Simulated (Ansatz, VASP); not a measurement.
# Cu (Cu(100)): VASP beside Ansatz, part 2 of 2

One calculation is typed for both programs; each brings its own data sets. How far apart do they land? The cell is taken from a series of runs on this material, whose earlier steps may have relaxed, scaled, displaced or heated it; both programs get it as it stands.

VASP 6.6.1 and Ansatz 0.2.0.

So far: The starting structure; VASP: single point, LDA.

### Step 3. Ansatz: single point, LDA

Level of this step: Ansatz beside VASP: Kohn-Sham DFT, plane waves, LDA (Ansatz).

Ansatz runs on its default PAW (the set named soft_2) files.

The same cell, functional (in two slightly different forms), mesh and smearing now go to Ansatz, which takes its cutoff from its data sets.

File input.yaml:

```yaml
crystal:
  lattice:
    - [2.5526554801, 0.0, 0.0]
    - [0.0, 2.5526554801, 0.0]
    - [0.0, 0.0, 32.44]
  atoms:
    - { symbol: Cu, position: [0.0, 0.0, 0.2774352651] }
    - { symbol: Cu, position: [0.5, 0.5, 0.3330764488] }
    - { symbol: Cu, position: [0.0, 0.0, 0.3887176326] }
    - { symbol: Cu, position: [0.5, 0.5, 0.4443588163] }
    - { symbol: Cu, position: [0.0, 0.0, 0.5] }
    - { symbol: Cu, position: [0.5, 0.5, 0.5556411837] }
    - { symbol: Cu, position: [0.0, 0.0, 0.6112823674] }
    - { symbol: Cu, position: [0.5, 0.5, 0.6669235512] }
    - { symbol: Cu, position: [0.0, 0.0, 0.7225647349] }
kpoints:
  mp_grid: { grid: [20, 20, 1] }
hamiltonian:
  xc: lda
scf:
  occupations: { method: fermi_dirac, width: 0.1 }
  convergence: { dr2_threshold: 1.0e-10 }
efield:
  axis: 3
  dipole_correction: true
  ramp_position: 0.97
  ramp_width: 0.06
  amplitude: 0
output:
  forces: true
  write_potential: true
  write_density: true
  volumetric_format: npy
```

Run with:

```sh
> ansatz run input.yaml --threads 4 --pin off --max-ram 6144MiB --backend cpu --events-out ev --progress --plain --runs-dir out
```

Numbers of over 12 decimals in the logs are rounded to 6 here.

What it wrote:

```text
Engine: ansatz 0.2.0, aarch64-unknown-linux-gnu
Pseudopotentials: kind: paw
Pseudopotential: Cu, paw, valence charge 19, recommended cutoff 420 eV (normal), Cu.paw.azcp
Functional definition: SPW92
  exchange = slater_x
  correlation = pw_c
Crystal: 9 atoms, lattice volume = 211.381 Å³
Basis set: ecut = 420 eV, 4145 PW (Γ)
Bands: 103, of which v1, the nominal top of the filled ones, is band 86 counted from 1 (85 counted from 0)
Symmetry: 8 space group operations
k-points: 66 of 400
Non-local potential: Cu, projectors of the file, l = 0: 3, l = 1: 2, l = 2: 3, l = 3: 1
PAW form: soft (Blöchl's): semilocal exchange-correlation on the pseudo side does not see the compensation charge
PAW frozen core: Cu, regenerated for the run's functional, and the local potential with it (the file was generated under x = pbe(κ = 0.804, μ = 0.219515), c = pbe(β = 0.066725))
PAW one-centre angular grid: Cu, 590 points (default); XC on 64 Gauss nodes
Initial density: superposition of atomic densities (neutral atoms: chi_scale 0, normalization atom), corrected by the library's trained network
Initial wavefunctions: pseudopotential atomic-orbital guess
Functional: x = slater, c = lda
SCF iter   1: F=—  HF=-58999.610375 eV  |F-HF|=—  |Δ(HF+E_count)|=         —  Δρ=1.73e-2  dr2=4.84e-1  ethr=1.77e-3  p=0.000 e·Å  D=1.11e-13 V/Å  ΔV_dip=-0.00 eV  dr2_dipole=7.75e-9  V_vac-E_F(+/−)=4.75/4.75 eV  ⟨swp⟩=6.8  Hψ=27520  notcnv=0  defer=170
efield: sawtooth ramp at fractional position 0.9700 (set: `efield.ramp_position`, or a place that a band, a saddle search or an elastic batch's reference lends), width 0.0600; the density the first Hamiltonian is built on has a dipole p = 0.000 e·Å; the dipole correction subtracts the counter field D = 1.11e-13 V/Å, which shifts the + side's vacuum level by -0.00 eV against the − side's; the planar-averaged density in the ramp window peaks in size at 4.5e-5 e/Å³
preconditioner: auto → LDOS  [metal: Δε(μ)=0.002 eV  Ē_g=8.896 eV  σ=0.100 eV  W_gap=0.01  n_scr=62 (ndim 8)  ℏωp=25.4 eV  f_vac=0.473  D(μ)=3.14/eV (n_scr^D=16)  β→1.0]
SCF iter   2: F=—  HF=-59000.253137 eV  |F-HF|=—  |Δ(HF+E_count)|=   6.43e-1  Δρ=4.79e-2  dr2=2.59e0  ethr=2.83e-4  p=0.000 e·Å  D=1.89e-6 V/Å  ΔV_dip=-0.00 eV  dr2_dipole=1.98e-11  V_vac-E_F(+/−)=5.06/5.06 eV  ⟨swp⟩=3.0  Hψ=16857  notcnv=0  defer=475  recentre
SCF iter   3: F=—  HF=-58999.543374 eV  |F-HF|=—  |Δ(HF+E_count)|=   7.10e-1  Δρ=3.51e-3  dr2=2.24e-2  ethr=2.83e-4  p=0.000 e·Å  D=6.43e-7 V/Å  ΔV_dip=-0.00 eV  dr2_dipole=9.17e-10  V_vac-E_F(+/−)=4.88/4.88 eV  ⟨swp⟩=2.7  Hψ=14264  notcnv=0  defer=475
SCF iter   4: F=—  HF=-58999.540090 eV  |F-HF|=—  |Δ(HF+E_count)|=   3.28e-3  Δρ=1.92e-3  dr2=5.56e-3  ethr=1.31e-5  p=-0.000 e·Å  D=-5.19e-7 V/Å  ΔV_dip=0.00 eV  dr2_dipole=2.73e-10  V_vac-E_F(+/−)=4.92/4.92 eV  ⟨swp⟩=2.5  Hψ=10938  notcnv=0  defer=473
SCF iter   5: F=—  HF=-58999.539262 eV  |F-HF|=—  |Δ(HF+E_count)|=   8.28e-4  Δρ=3.72e-4  dr2=1.99e-4  ethr=3.25e-6  p=-0.000 e·Å  D=-2.11e-7 V/Å  ΔV_dip=0.00 eV  dr2_dipole=6.17e-10  V_vac-E_F(+/−)=4.92/4.92 eV  ⟨swp⟩=2.0  Hψ=9311  notcnv=0  defer=473
SCF iter   6: F=—  HF=-58999.539270 eV  |F-HF|=—  |Δ(HF+E_count)|=   7.46e-6  Δρ=1.23e-4  dr2=2.62e-5  ethr=1.16e-7  p=-0.000 e·Å  D=-1.12e-7 V/Å  ΔV_dip=0.00 eV  dr2_dipole=3.38e-10  V_vac-E_F(+/−)=4.92/4.92 eV  ⟨swp⟩=2.8  Hψ=10759  notcnv=0  defer=473
SCF iter   7: F=—  HF=-58999.539297 eV  |F-HF|=—  |Δ(HF+E_count)|=   2.71e-5  Δρ=7.45e-5  dr2=1.05e-5  ethr=1.53e-8  p=-0.000 e·Å  D=-4.29e-9 V/Å  ΔV_dip=0.00 eV  dr2_dipole=7.51e-11  V_vac-E_F(+/−)=4.92/4.92 eV  ⟨swp⟩=2.0  Hψ=9197  notcnv=0  defer=473
SCF iter   8: F=—  HF=-58999.539284 eV  |F-HF|=—  |Δ(HF+E_count)|=   1.31e-5  Δρ=2.19e-5  dr2=9.95e-7  ethr=6.12e-9  p=0.000 e·Å  D=3.16e-9 V/Å  ΔV_dip=-0.00 eV  dr2_dipole=9.41e-12  V_vac-E_F(+/−)=4.93/4.93 eV  ⟨swp⟩=2.0  Hψ=9297  notcnv=0  defer=473
SCF iter   9: F=—  HF=-58999.539284 eV  |F-HF|=—  |Δ(HF+E_count)|=   4.89e-8  Δρ=9.87e-6  dr2=2.03e-7  ethr=5.82e-10  p=0.000 e·Å  D=3.52e-10 V/Å  ΔV_dip=-0.00 eV  dr2_dipole=1.52e-12  V_vac-E_F(+/−)=4.93/4.93 eV  ⟨swp⟩=2.1  Hψ=9609  notcnv=0  defer=473
SCF iter  10: F=—  HF=-58999.539284 eV  |F-HF|=—  |Δ(HF+E_count)|=   2.31e-7  Δρ=8.70e-6  dr2=1.39e-7  ethr=1.19e-10  p=0.000 e·Å  D=1.21e-8 V/Å  ΔV_dip=-0.00 eV  dr2_dipole=6.70e-13  V_vac-E_F(+/−)=4.93/4.93 eV  ⟨swp⟩=2.0  Hψ=9699  notcnv=0  defer=473
SCF iter  11: F=—  HF=-58999.539284 eV  |F-HF|=—  |Δ(HF+E_count)|=   3.81e-8  Δρ=2.83e-6  dr2=1.61e-8  ethr=8.15e-11  p=0.000 e·Å  D=6.01e-9 V/Å  ΔV_dip=-0.00 eV  dr2_dipole=4.67e-13  V_vac-E_F(+/−)=4.93/4.93 eV  ⟨swp⟩=2.0  Hψ=9270  notcnv=0  defer=473
SCF iter  12: F=—  HF=-58999.539284 eV  |F-HF|=—  |Δ(HF+E_count)|=   1.76e-9  Δρ=1.69e-6  dr2=8.37e-9  ethr=9.43e-12  p=0.000 e·Å  D=7.92e-9 V/Å  ΔV_dip=-0.00 eV  dr2_dipole=5.72e-14  V_vac-E_F(+/−)=4.93/4.93 eV  ⟨swp⟩=2.5  Hψ=9697  notcnv=0  defer=473
SCF iter  13: F=—  HF=-58999.539284 eV  |F-HF|=—  |Δ(HF+E_count)|=   3.70e-9  Δρ=2.71e-7  dr2=1.50e-10  ethr=4.90e-12  p=0.000 e·Å  D=4.73e-9 V/Å  ΔV_dip=-0.00 eV  dr2_dipole=6.84e-14  V_vac-E_F(+/−)=4.93/4.93 eV  ⟨swp⟩=2.2  Hψ=7975  notcnv=0  defer=473
SCF iter  14: F=-58999.539284 eV  HF=-58999.539284 eV  |F-HF|=3.49e-10  |Δ(HF+E_count)|=  2.91e-10  Δρ=2.57e-7  dr2=9.74e-11  ethr=1.00e-12  p=0.000 e·Å  D=1.23e-9 V/Å  ΔV_dip=-0.00 eV  dr2_dipole=1.07e-14  V_vac-E_F(+/−)=4.93/4.93 eV  ⟨swp⟩=16.5  Hψ=47444  notcnv=0
SCF 1 converged in 14 iterations: F = -58999.539284 eV  dr2 = 9.74e-11
  greatest PAW one-centre occupation: 1.000 electrons in one spin orbital (limit 2), on the Cu atom at site 8 (counted from 0), in its partial waves of l = 0
WARN: The output density's exchange-correlation potential varies sharply where the density is thin. Do not read a vacuum level from v_tot or v_xc, or from such a field of the output density. On a cell that repeats whose density bears no net charge and no dipole along the vacuum's axis use v_es (v_loc + v_h of the components); under efield.dipole_correction with no amplitude use v_es + v_field, which holds any externa [...]
SCF converged after 14 iterations
Free energy (F): -58999.539284 eV
Harris-Foulkes:  -58999.539284 eV  (|F-HF|=3.49e-10)
Internal energy: -58999.442462 eV  (E = F + TS)
E sigma→0 (E₀):  -58999.490873 eV
Entropy (-TS):   -0.096822 eV (-10.758 meV/atom)
Fermi energy:    5.791935 eV
Dipole field:    D = -0.000000 V/Å  (p = -0.000000 e·Å, saw-weighted, corrected)
Work function:   Φ+ = 4.9274 eV   Φ− = 4.9274 eV
Levels:          The Fermi level and band energies are counted from a zero that moves with the ramp; work functions are not
--- Per-component energies (eV) ---
  E_band       = -5060.971053
  E_kinetic    = 2702.737669
  E_local      = -588655.608297  (includes V_loc(G=0)·N_el)
  E_nonlocal   = 3553.840278
  E_hartree    = 291226.892847
  E_xc         = -798.442185
  E_vxc        = -1035.476677  (∫ρ·V_xc dr)
  E_paw        = -14345.544075  (= ΣΔE_a)
  E_vpaw       = -4080.247864  (= ΣTr[D̂ρ^β])
  E_aug_tail   = 0.001893  (compensation charges beyond the density's cutoff)
  E_efield     = 0.000000  (sawtooth field / dipole correction)
  E_vefield    = 0.000000  (∫n·V_field dr)
  E_ewald      = 247312.632467
  E_core_change = 4.046941  (= ΣΔE_core)
  E_smearing   = -0.096822  (= −TS)
  E_closure    = 0.000000  (closes the sum)
  Σ components = -58999.539284   (vs F -58999.539284, Δ=0.00e0)
--- Forces (eV/Å), atoms counted from 1 ---
  atom   1  Cu     0.00000000     0.00000000     0.69335703
  atom   2  Cu     0.00000000     0.00000000    -0.21850687
  atom   3  Cu     0.00000000     0.00000000     0.00627508
  atom   4  Cu     0.00000000     0.00000000     0.00743634
  atom   5  Cu    -0.00000000     0.00000000    -0.00000000
  atom   6  Cu     0.00000000     0.00000000    -0.00743635
  atom   7  Cu    -0.00000000     0.00000000    -0.00627507
  atom   8  Cu    -0.00000000     0.00000000     0.21850689
  atom   9  Cu     0.00000000     0.00000000    -0.69335704
  max |Σ_I F_I| component: 1.34e-9 eV/Å
--- Band table (eV; the first three rows and the last of 66) ---
  k-point 0: bands = [... 82 lower, 4.2833, 4.2833, 4.3284, 4.3284, 4.3460, 4.3461, 5.2581, 6.4162, ... 13 higher]
  k-point 1: bands = [... 82 lower, 4.2464, 4.2839, 4.3035, 4.3410, 4.3525, 4.3714, 5.4109, 6.5466, ... 13 higher]
  k-point 2: bands = [... 82 lower, 4.1941, 4.2604, 4.2620, 4.3381, 4.3482, 4.7061, 5.7635, 6.8915, ... 13 higher]
  k-point 65: bands = [... 82 lower, 7.5311, 8.3006, 8.3006, 9.3383, 9.3383, 10.5549, 10.5549, 11.9029, ... 13 higher]
```

In the SCF lines HF is the Harris–Foulkes energy and dr2 the Hartree energy of the density residual, in eV; the loop may stop once dr2 is under the threshold and the program's other checks hold. Hψ counts applications of the Hamiltonian.

### Step 4. Differences

Known differences besides the potentials themselves: the data sets hold 171 valence electrons in Ansatz (on its default PAW (the set named soft_2) files) and 99 in VASP; the cutoff is 420 eV in Ansatz and 520 eV in VASP; VASP's log shows a relativistic correction to its local exchange, Ansatz's none. Total energies have different zeros and are not compared.

Both answers:

| quantity | Ansatz | VASP | difference |
| --- | --- | --- | --- |
| work function, lower of the two faces (eV) | 4.93 | 4.90 | +0.03 |
| work function, higher of the two faces (eV) | 4.93 | 4.90 | +0.03 |

Forces (eV/Å; atoms numbered as in POSCAR):

```
atom        Ansatz x, y, z          VASP x, y, z
 Cu1   0.000, 0.000, 0.693   0.000, 0.000, 0.659
 Cu2  0.000, 0.000, -0.219  0.000, 0.000, -0.217
 Cu3   0.000, 0.000, 0.006   0.000, 0.000, 0.007
 Cu4   0.000, 0.000, 0.007   0.000, 0.000, 0.009
 Cu5   0.000, 0.000, 0.000   0.000, 0.000, 0.000
 Cu6  0.000, 0.000, -0.007  0.000, 0.000, -0.009
 Cu7  0.000, 0.000, -0.006  0.000, 0.000, -0.007
 Cu8   0.000, 0.000, 0.219   0.000, 0.000, 0.217
 Cu9  0.000, 0.000, -0.693  0.000, 0.000, -0.659
```

The forces differ by 9.3 meV/Å r.m.s., which is 4.9 % of the r.m.s. force of 0.189 eV/Å (both taken over all components). With vacuum in the cell, a pressure given here is an average over mostly empty space and none of the material.

### Step 5. Summary of results

| Property | Result |
| --- | --- |
| r.m.s. force difference (single point, LDA) | 9.3 meV/Å |

What this shows: The r.m.s. force difference is 9.3 meV/Å (single point, LDA), within the 12 meV/Å picked in this series as the mark of a large difference. The data sets hold unlike numbers of valence electrons (171 in Ansatz and 99 in VASP), so part of the differences comes from the potentials. How closely two codes agree says nothing of how well the functional describes the real material.

[Lines on the potential files, build, host, timing and source positions are cut from VASP's logs without a mark.]

[Logs are printed without paths, hosts, clocks, repeated set-up lines and the standing remarks that a program may print on its own settings, such as how far it seeks lower states.]

[Hosts, paths, dates, database ids (printed as entryN), source tags and the programs' standing remarks are cut or masked in the printed files.]
